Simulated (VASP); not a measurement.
Level of theory: PBE GGA with D4 dispersion, VASP's PBE PAW potentials (set 64) (plane waves; VASP).

VASP ran on this input.

**INCAR**
```
SYSTEM = CuI
PREC = Accurate; ENCUT = 520; LREAL = .FALSE.
LASPH = .TRUE.
EDIFF = 1E-7; NELM = 100; ALGO = Normal
LMAXMIX = 4
ISMEAR = 0; SIGMA = 0.05
GGA = PE; IVDW = 13
ISIF = 2
LWAVE = .FALSE.; LCHARG = .FALSE.
```

**POSCAR**
```
CuI
4.1380650
  0.0000000000   0.7071067911   0.7071067911
  0.7071067911   0.0000000000   0.7071067911
  0.7071067911   0.7071067911   0.0000000000
Cu I
1 1
Cartesian
  0.0000000000   0.0000000000   0.0000000000
  0.3535533955   0.3535533955   0.3535533955
```

File KPOINTS:
```
kpoints
0
gamma
  8 8 8
0 0 0
```

POTCAR, in this order: Cu I (PBE.64 set). Program: vasp_std.

Unless said otherwise, spin-orbit coupling is left out, though it shifts the bands of the heavy elements here.

Problem. Predict the energy per atom (σ→0), dispersion energy, pressure, band gap (on the k-mesh).

Solution. 
```yaml
energy per atom (σ→0): -3.138 eV/atom
dispersion_energy: -78.9 kJ/mol
band gap (on the k-mesh): 1.45 eV
pressure: 3.34 GPa
```

### OSZICAR
```
...
DAV:  10    -0.545896958538E+01   -0.18575E-03   -0.96125E-04   934   0.342E-01    0.810E-02
DAV:  11    -0.545903249990E+01   -0.62915E-04   -0.47962E-04   976   0.713E-01    0.359E-02
DAV:  12    -0.545902758341E+01    0.49165E-05   -0.56638E-05  1173   0.182E-01    0.274E-02
DAV:  13    -0.545902657420E+01    0.10092E-05   -0.27109E-06  1156   0.309E-02    0.150E-02
DAV:  14    -0.545902550128E+01    0.10729E-05   -0.66398E-06  1060   0.874E-02    0.298E-03
DAV:  15    -0.545902593325E+01   -0.43198E-06   -0.11106E-06   814   0.692E-03    0.410E-03
DAV:  16    -0.545902595820E+01   -0.24950E-07   -0.37101E-08   432   0.324E-03
   1 F= -.62763393E+01 E0= -.62763393E+01  d E =-.450699E-13
```

The compound is CuI in the zinc blende structure. This cell is one point of a volume scan, at 0.94 of the reference volume.
